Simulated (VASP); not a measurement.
Computed with PBE GGA, VASP's PBE PAW potentials (set 64) (plane waves; VASP 6.6.1).

A VASP calculation is set up with these files.

File KPOINTS:
```
Automatic mesh
0
Gamma
5 5 5
0 0 0
```

### INCAR
```
! general
SYSTEM =TiGe
PREC   =Accurate
ENCUT  =300
LREAL  =.FALSE.
LASPH  =.TRUE.

! electronic loop
EDIFF  =1E-6
NELM   =100
ALGO   =Normal
LMAXMIX=4

! smearing
ISMEAR =-1
SIGMA  =0.1

! functional
GGA    =PE

! ions
ISIF   =2

! output
LWAVE  =.FALSE.
LCHARG =.FALSE.
```

POSCAR:
```
TiGe
1
   -1.7288300000     1.7288300000     5.8529660000
    1.7288300000    -1.7288300000     5.8529660000
    1.7288300000     1.7288300000    -5.8529660000
Ti Ge
2 2
Direct
  0.7500000000   0.7500000000   0.0000000000
  0.5000000000   0.0000000000   0.5000000000
  0.1660000000   0.1660000000   0.0000000000
  0.9160000000   0.4160000000   0.5000000000
```

**KPOINTS_OPT**
```
k-points along high-symmetry lines
6
Line-mode
Reciprocal
  0.000000   0.000000   0.000000 ! GAMMA
  0.000000   0.000000   0.500000 ! X

  0.000000   0.000000   0.500000 ! X
  0.250000   0.250000   0.250000 ! P

  0.250000   0.250000   0.250000 ! P
  0.000000   0.500000   0.000000 ! N

  0.000000   0.500000   0.000000 ! N
  0.000000   0.000000   0.000000 ! GAMMA

  0.000000   0.000000   0.000000 ! GAMMA
  0.500000   0.500000  -0.500000 ! M

  0.500000   0.500000  -0.500000 ! M
  0.271812   0.728188  -0.271812 ! S

 -0.271812   0.271812   0.271812 ! S_0
  0.000000   0.000000   0.000000 ! GAMMA

  0.000000   0.000000   0.500000 ! X
 -0.043624   0.043624   0.500000 ! R

  0.500000   0.500000  -0.043624 ! G
  0.500000   0.500000  -0.500000 ! M
```

POTCAR, in this order: Ti_sv Ge_d (PBE.64 set). Program: vasp_std.

At this cut-off the stress carries a Pulay error, which pulls relaxed volumes low.

Question: What does the run give for the energy per atom (σ→0), pressure, largest force, band gap (over mesh and band path)?

Answer: 
```yaml
energy per atom (σ→0): -615.9 kJ/mol of atoms
band gap (over mesh and band path): none (metal, semimetal or under 0.01 eV)
pressure: 2.27 GPa
largest_force: 0.132 eV/Å
```

**OSZICAR**
```
...
DAV:  10    -0.256323208528E+02   -0.49811E-03   -0.50117E-03  1480   0.633E-01    0.772E-02
DAV:  11    -0.256322012549E+02    0.11960E-03   -0.15719E-03  1442   0.288E-01    0.472E-02
DAV:  12    -0.256321741093E+02    0.27146E-04   -0.20694E-04  1484   0.872E-02    0.509E-03
DAV:  13    -0.256321742772E+02   -0.16791E-06   -0.75138E-06  1232   0.204E-02
   1 F= -.25632174E+02 E0= -.25534311E+02  d E =-.195727E+00
       N       E                     dE             ncg
       N       E                     dE             ncg
       N       E                     dE             ncg
```

The structure was generated: TiGe was put into an ordered model structure, which need not be its known phase. The cell was not relaxed at this level. The k-mesh is coarse (spacing up to 0.51 per Å, 2π included), so the numbers may not be converged in it.
